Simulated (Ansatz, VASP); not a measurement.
# Two plane-wave programs on Nb2B

```xyz
3
Lattice="4.4076 0.0000 0.0000 -2.2038 3.8171 0.0000 0.0000 0.0000 2.6686" Properties=species:S:1:pos:R:3 pbc="T T T"
Nb    0.0000    2.5447    1.3343
Nb    2.2038    1.2724    1.3343
B     0.0000    0.0000    0.0000
```

The cell was built by a generator and needn't be a form met in nature.

Alike in both runs: functional PBE; k mesh 5 × 5 × 7; occupations fermi-dirac, width 0.05 eV; no spin polarisation.

```csv
,VASP,Ansatz
version,VASP 6.6.1,Ansatz 0.2.0
potentials or method,"VASP PAW PBE potentials, release 64 (Nb_sv, B)",Ansatz PAW
plane-wave cutoff (eV),520,420
valence electrons in the cell,29,29
task,single point,band structure
```

|  | VASP | Ansatz | Ansatz less VASP |
| --- | --- | --- | --- |
| gap on the k mesh at the Fermi level (eV) | none | none | - |
| pressure (GPa) | 0.2 | 0.4 | +0.18 |
| largest component of the traceless stress (GPa) | 1.25 | 1.17 | -0.085 |

A gap of «none» marks a metal or a gap that the smearing closes.
